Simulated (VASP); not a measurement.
Given:

```
CELL_PARAMETERS angstrom
      0.00000     2.70796     2.70796
      2.70796     0.00000     2.70796
      2.70796     2.70796     0.00000
ATOMIC_POSITIONS crystal
  Ru 0.75000 0.75000 0.75000
  Ru 0.50000 0.50000 0.50000
```

Level of theory: r2SCAN meta-GGA, VASP's PBE PAW potentials (set 64) (plane waves; VASP). Run with 400 eV cut-off, 13×13×13 Γ-centred mesh, tetrahedra with Blöchl corrections, potentials Ru_pv.

Question: Predict the energy per atom (σ→0), band gap (over mesh and band path) with the smallest direct gap where there is one.

Answer: 
The band gap (over mesh and band path) is none (metal, semimetal or under 0.01 eV). The energy per atom (σ→0) is -24.269 eV/atom.

Total energies compare only between runs with the same potentials, cut-off and functional.

The structure was generated: Ru was put into the diamond type (Fd-3m), which need not be its known phase. It was relaxed first, which changed the volume by +5 %.
